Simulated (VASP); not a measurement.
CaCd2Ga2, 5 atoms in the cell. It takes space group P-3m1 (No. 164, trigonal). The conventional cell has a = 4.601 Å, b = 4.601 Å, c = 6.981 Å, α = 90.00°, β = 90.00°, γ = 120.00°. Cd (site symmetry 3m) is surrounded by 4 Ga at 2.73 to 2.84 Å. Around Ca (site symmetry -3m) lie 6 Ga at 3.18 Å and 6 Cd at 3.58 Å. Around Ga (site symmetry 3m) lie 4 Cd at 2.73 to 2.84 Å. The cell was built by a generator and needn't be a form met in nature.

| Item | Value |
| --- | --- |
| Program | VASP 6.6.1 |
| Task | single point |
| Functional | PBE |
| Potentials or basis | VASP PAW PBE potentials, release 64 (Cd, Ca_sv, Ga_d) |
| Cutoff | 520 eV |
| k mesh | 5 × 5 × 3 |
| Occupations | fermi-dirac, width 0.1 eV |
| Spin | no spin polarisation |
| Dipole correction | no |
| Further INCAR settings | ALGO = Fast; EDIFF = 1e-06; NBANDS = 38 |

Potentials or basis: VASP PAW PBE potentials, release 64 (Cd, Ca_sv, Ga_d).

Launch:

```sh
$ cat potpaw_PBE.64/Cd/POTCAR potpaw_PBE.64/Ca_sv/POTCAR potpaw_PBE.64/Ga_d/POTCAR > POTCAR
$ mpirun -np 1 vasp_std > vasp.out
```

Hardware: 1 thread of Intel(R) Xeon(R) Platinum 8259CL CPU @ 2.50GHz (Skylake/Cascade Lake), on a shared host.

Question: Estimate the wall time of this run.

Answer: It took 2.9 min on 1 thread of Intel(R) Xeon(R) Platinum 8259CL CPU @ 2.50GHz (Skylake/Cascade Lake), on a shared host, peak memory 0.28 GiB. Counts: scf iterations 23, k points 12.
